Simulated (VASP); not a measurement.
Data:

```
NSi63
1.0
   10.93707     0.00000     0.00000
    0.00000    10.93707     0.00000
    0.00000     0.00000    10.93707
Si N
63 1
Direct
  0.50000   0.00000   0.00000
  0.62500   0.12500   0.12500
  0.75000   0.25000   0.00000
  0.87500   0.37500   0.12500
  0.75000   0.00000   0.25000
  0.87500   0.12500   0.37500
  0.00000   0.00000   0.00000
  0.12500   0.12500   0.12500
  0.25000   0.25000   0.00000
  0.37500   0.37500   0.12500
  0.50000   0.50000   0.00000
  0.62500   0.62500   0.12500
  0.75000   0.75000   0.00000
  0.87500   0.87500   0.12500
  0.25000   0.00000   0.25000
  0.37500   0.12500   0.37500
  0.50000   0.25000   0.25000
  0.62057   0.37168   0.37634
  0.75000   0.50000   0.25000
  0.87500   0.62500   0.37500
  0.50000   0.00000   0.50000
  0.62500   0.12500   0.62500
  0.75000   0.25000   0.50000
  0.87500   0.37500   0.62500
  0.75000   0.00000   0.75000
  0.87500   0.12500   0.87500
  0.00000   0.50000   0.00000
  0.12500   0.62500   0.12500
  0.25000   0.75000   0.00000
  0.37500   0.87500   0.12500
  0.00000   0.25000   0.25000
  0.12500   0.37500   0.37500
  0.25000   0.50000   0.25000
  0.37072   0.62222   0.37282
  0.50000   0.75000   0.25000
  0.62500   0.87500   0.37500
  0.00000   0.00000   0.50000
  0.12500   0.12500   0.62500
  0.25000   0.25000   0.50000
  0.37826   0.37049   0.62154
  0.62763   0.62226   0.62447
  0.75000   0.75000   0.50000
  0.87500   0.87500   0.62500
  0.25000   0.00000   0.75000
  0.37500   0.12500   0.87500
  0.50000   0.25000   0.75000
  0.62500   0.37500   0.87500
  0.75000   0.50000   0.75000
  0.87500   0.62500   0.87500
  0.00000   0.75000   0.25000
  0.12500   0.87500   0.37500
  0.00000   0.50000   0.50000
  0.12500   0.62500   0.62500
  0.25000   0.75000   0.50000
  0.37500   0.87500   0.62500
  0.00000   0.25000   0.75000
  0.12500   0.37500   0.87500
  0.25000   0.50000   0.75000
  0.37500   0.62500   0.87500
  0.50000   0.75000   0.75000
  0.62500   0.87500   0.87500
  0.00000   0.75000   0.75000
  0.12500   0.87500   0.87500
  0.49807   0.50037   0.49645
```
Cell charge -1.

These are PBE GGA, VASP's PBE PAW potentials (set 64) (plane waves; VASP 6.6.1) values and carry that method's errors. Numerical set-up: PREC = Normal, LREAL = Auto, ISYM = 0, NELECT = 258.0, EDIFF = 1E-5, 400 eV cut-off, 1×1×1 Γ-centred mesh, Gaussian smearing of 0.050 eV, potentials Si N.

The cell is charged, with a uniform compensating background. The supercell is sampled at Γ alone, which is coarse: total energies, pressure and levels can be off, energies of defects by several tenths of an eV.

**Question.** The ions are relaxed. Give the cell that the relaxation ends in.

**Answer.** 
```
NSi63
1.0
   10.93707     0.00000     0.00000
    0.00000    10.93707     0.00000
    0.00000     0.00000    10.93707
Si N
63 1
Direct
  0.49998   0.99986   0.99977
  0.62433   0.12786   0.12792
  0.74939   0.25038   0.00056
  0.87171   0.37549   0.12804
  0.74936   0.00045   0.25046
  0.87161   0.12804   0.37555
  0.00000   0.00000   0.00001
  0.12509   0.12501   0.12511
  0.25042   0.25034   0.99916
  0.37493   0.37484   0.12596
  0.49999   0.49986   0.99984
  0.62492   0.62477   0.12640
  0.74953   0.74942   0.99947
  0.87494   0.87489   0.12507
  0.25036   0.99893   0.25037
  0.37487   0.12579   0.37481
  0.50069   0.25634   0.25645
  0.60782   0.39124   0.39151
  0.74300   0.49858   0.25682
  0.87352   0.62467   0.37493
  0.50002   0.99985   0.49996
  0.62505   0.12600   0.62500
  0.74296   0.25666   0.49893
  0.87362   0.37487   0.62482
  0.74962   0.99914   0.74953
  0.87492   0.12500   0.87491
  0.99985   0.49994   0.99979
  0.12788   0.62431   0.12775
  0.25049   0.74927   0.00039
  0.37551   0.87169   0.12786
  0.99915   0.25035   0.25044
  0.12602   0.37481   0.37495
  0.25625   0.50070   0.25623
  0.39108   0.60799   0.39108
  0.49866   0.74306   0.25661
  0.62479   0.87333   0.37502
  0.99979   0.99998   0.49991
  0.12803   0.12783   0.62435
  0.25654   0.25630   0.50069
  0.39167   0.39110   0.60779
  0.60869   0.60824   0.60833
  0.74346   0.74322   0.50109
  0.87209   0.87182   0.62447
  0.25052   0.00038   0.74938
  0.37557   0.12796   0.87169
  0.49895   0.25654   0.74302
  0.62486   0.37491   0.87355
  0.74340   0.50096   0.74331
  0.87191   0.62443   0.87192
  0.00053   0.74932   0.25040
  0.12787   0.87173   0.37555
  0.99995   0.49988   0.49998
  0.12648   0.62470   0.62495
  0.25662   0.74305   0.49867
  0.37514   0.87325   0.62478
  0.00061   0.25033   0.74938
  0.12809   0.37549   0.87166
  0.25694   0.49849   0.74290
  0.37507   0.62468   0.87329
  0.50135   0.74311   0.74318
  0.62452   0.87173   0.87192
  0.99949   0.74938   0.74952
  0.12506   0.87488   0.87494
  0.49972   0.49962   0.49956
```
Cell charge -1.

**Question.** How much energy does the relaxation gain?

**Answer.** The energy (σ→0) changes by -22.1 meV/atom, in 12 ionic steps.

The cell is a supercell with a defect, built from Si (diamond): N_Si, charge -1. The run is not spin-polarised, so no state with unpaired spins was tried.
